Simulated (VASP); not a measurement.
A convergence study with VASP on PbO (litharge): one setting is varied, all else stays as given below, so the limit is that of these other settings.

```
CELL_PARAMETERS angstrom
      3.98000     0.00000     0.00000
      0.00000     3.98000     0.00000
      0.00000     0.00000     5.02000
ATOMIC_POSITIONS crystal
  Pb 0.50000 0.00000 0.76500
  Pb 0.00000 0.50000 0.23500
  O  0.50000 0.50000 0.00000
  O  0.00000 0.00000 0.00000
```

Level of theory: PBE GGA, VASP's PBE PAW potentials (set 64) (plane waves; VASP). The tightest run used: 700 eV cut-off, 13×13×11 Γ-centred mesh, Gaussian smearing of 0.050 eV, potentials Pb_d O.

### Question
The settings run are 1×1×1 mesh; 2×2×2 mesh; 3×3×2 mesh; 4×4×3 mesh; 5×5×4 mesh; 6×6×5 mesh; 7×7×6 mesh; 8×8×7 mesh; 9×9×8 mesh; 10×10×8 mesh; 11×11×9 mesh; 12×12×10 mesh; 13×13×11 mesh. From which on does the energy per atom stay within 0.002 eV/atom of the tightest run?

### Answer
From 3×3×2 mesh on: it is off by 0.0006 there and by no more than 0.002 in any finer run, while 2×2×2 mesh is off by 0.0030.
| setting | E (eV/atom) | pressure (GPa) | largest force (eV/Å) | irreducible k-points | difference judged (eV/atom) |
|---|---|---|---|---|---|
| 1×1×1 mesh | -4.4750 | 12.97 | 1.476 | 1 | 0.8818 |
| 2×2×2 mesh | -5.3598 | 4.32 | 0.394 | 6 | 0.0030 |
| 3×3×2 mesh | -5.3574 | 4.65 | 0.508 | 6 | 0.0006 |
| 4×4×3 mesh | -5.3558 | 4.69 | 0.467 | 12 | 0.0010 |
| 5×5×4 mesh | -5.3568 | 4.68 | 0.469 | 18 | 0.0001 |
| 6×6×5 mesh | -5.3568 | 4.67 | 0.469 | 30 | 0.0000 |
| 7×7×6 mesh | -5.3568 | 4.67 | 0.470 | 40 | 0.0000 |
| 8×8×7 mesh | -5.3568 | 4.67 | 0.470 | 60 | 0.0000 |
| 9×9×8 mesh | -5.3568 | 4.67 | 0.470 | 75 | 0.0000 |
| 10×10×8 mesh | -5.3568 | 4.67 | 0.470 | 105 | 0.0000 |
| 11×11×9 mesh | -5.3568 | 4.67 | 0.470 | 105 | 0.0000 |
| 12×12×10 mesh | -5.3568 | 4.67 | 0.470 | 168 | 0.0000 |
| 13×13×11 mesh | -5.3568 | 4.67 | 0.470 | 168 | 0.0000 |

Left out are rungs that failed or repeat a setting and relaxations that didn't move; long series are thinned to 24 rows.

The compound is PbO in the litharge structure. The cell was not relaxed at this level, forces remain on its atoms.
